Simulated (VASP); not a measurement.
Given:

```
CELL_PARAMETERS angstrom
      0.00000     2.72381     2.72381
      2.72381     0.00000     2.72381
      2.72381     2.72381     0.00000
ATOMIC_POSITIONS crystal
  Mg 0.00000 0.00000 0.00000
  Se 0.50000 0.50000 0.50000
```

Method: PBEsol GGA, VASP's PBE PAW potentials (set 64) (plane waves; VASP). Run with 500 eV cut-off, 8×8×8 Γ-centred mesh, Gaussian smearing of 0.050 eV, potentials Mg Se.

Energy and stress use the plane-wave basis of the starting cell.

Question: The ions, cell shape and volume at an external pressure of 5.0 GPa are relaxed. Which structure does the run end with?

Answer: 
```
CELL_PARAMETERS angstrom
      0.00000     2.66426     2.66426
      2.66426     0.00000     2.66426
      2.66426     2.66426     0.00000
ATOMIC_POSITIONS crystal
  Mg 0.00000 0.00000 0.00000
  Se 0.50000 0.50000 0.50000
```
Space group Fm-3m (225), at a tolerance of 0.03 Å.

Question: How do energy and volume change from the first to the last step?

Answer: The energy (σ→0) changes by +19.2 meV/atom and the volume by -6.4 %, in 3 ionic steps.

```csv
step,E(σ→0) (eV),max force (eV/Å),pressure (GPa),volume (Å³)
1,-8.1059,0.000,0.02,40.42
2,-8.0303,0.000,7.34,36.85
3,-8.0675,0.000,5.00,37.82
```

The structure was generated: MgSe was put into the rock salt type (Fm-3m), which need not be its known phase. This run relaxes it under an external pressure of 5 GPa. Symmetry was kept, so distortions that lower it aren't found.
